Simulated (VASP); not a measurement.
These are PBE GGA, VASP's PBE PAW potentials (set 64) (plane waves; VASP) values and carry that method's errors.

VASP ran on this input.

### INCAR
```
# general
SYSTEM  = Cs
PREC    = Accurate
ENCUT   = 400
LREAL   = .FALSE.
LASPH   = .TRUE.

# electronic loop
EDIFF   = 1E-7   # SCF stop (eV)
NELM    = 100   # most electronic steps
ALGO    = Normal
LMAXMIX = 4   # l cut-off of mixed one-centre charges

# smearing
ISMEAR  = -5   # tetrahedra, Bloechl

# functional
GGA     = PE

# ions
ISIF    = 2

# output
LWAVE   = .FALSE.
LCHARG  = .TRUE.
LORBIT  = 11
NEDOS   = 601
```

**POSCAR**
```
Cs
5.3229130
 -0.5773502909   0.5773502909   0.5773502909
  0.5773502909  -0.5773502909   0.5773502909
  0.5773502909   0.5773502909  -0.5773502909
Cs
1
Cartesian
  0.0000000000   0.0000000000   0.0000000000
```

KPOINTS:
```
kpoints
0
G
  10 10 10
```

POTCAR, in this order: Cs_sv (PBE.64 set). Program: vasp_std.

The run wrote:

OSZICAR:
```
       N       E                     dE             d eps       ncg     rms          rms(c)
DAV:   1     0.495186644580E+02    0.49519E+02   -0.25895E+03   752   0.635E+02
DAV:   2     0.347507715331E+01   -0.46044E+02   -0.45710E+02   960   0.117E+02
DAV:   3    -0.795685703110E+00   -0.42708E+01   -0.42704E+01   800   0.431E+01
DAV:   4    -0.848947394234E+00   -0.53262E-01   -0.53258E-01  1408   0.579E+00
DAV:   5    -0.848961906486E+00   -0.14512E-04   -0.14540E-04   968   0.756E-02    0.131E-01
DAV:   6    -0.849465949441E+00   -0.50404E-03   -0.14336E-03  1296   0.218E-01    0.894E-02
DAV:   7    -0.850407533476E+00   -0.94158E-03   -0.36484E-03   896   0.358E-01    0.369E-02
DAV:   8    -0.850504255964E+00   -0.96722E-04   -0.13718E-04  1088   0.890E-02    0.403E-03
DAV:   9    -0.850505358290E+00   -0.11023E-05   -0.31320E-06  1296   0.107E-02    0.267E-03
DAV:  10    -0.850504409300E+00    0.94899E-06   -0.82985E-07  1048   0.498E-03    0.438E-04
DAV:  11    -0.850504526375E+00   -0.11707E-06   -0.19828E-08   872   0.980E-04    0.179E-04
DAV:  12    -0.850504587896E+00   -0.61521E-07   -0.73120E-09   728   0.487E-04
   1 F= -.85050459E+00 E0= -.85050459E+00  d E =0.000000E+00
```

**OUTCAR**
```
------------------------ aborting loop because EDIFF is reached ----------------------------------------
  FORCE on cell =-STRESS in cart. coord.  units (eV):
  Direction    XX          YY          ZZ          XY          YZ          ZX
  --------------------------------------------------------------------------------------
  Total        0.0004550      0.0004550      0.0004550      0.0000000      0.0000000      0.0000000
  in kB        0.0062785      0.0062785      0.0062785      0.0000000      0.0000000      0.0000000
  external PRESSURE =       0.0062785 kB  Pullay stress =       0.0000000 kB
  volume of cell :      116.10
      direct lattice vectors                 reciprocal lattice vectors
    -3.073185369  3.073185369  3.073185369     0.000000000  0.162697638  0.162697638
     3.073185369 -3.073185369  3.073185369     0.162697638  0.000000000  0.162697638
     3.073185369  3.073185369 -3.073185369     0.162697638  0.162697638  0.000000000
 POSITION                                       TOTAL-FORCE (eV/Angst)
 -----------------------------------------------------------------------------------
      0.00000      0.00000      0.00000         0.000000     -0.000000      0.000000
 -----------------------------------------------------------------------------------
    total drift:                               -0.000000      0.000000      0.000000
  FREE ENERGIE OF THE ION-ELECTRON SYSTEM (eV)
  ---------------------------------------------------
  free  energy   TOTEN  =        -0.8505045879 eV

  energy  without entropy=       -0.8505045879  energy(sigma->0) =       -0.85050459

 total charge

# of ion       s       p       d       tot
------------------------------------------
    1        1.863   4.682   0.009   6.554
```
(Selected blocks of OUTCAR.)

For a metal the tetrahedron method with Blöchl corrections gives inexact stress and forces.

The compound is Cs in the bcc structure. It was relaxed first.
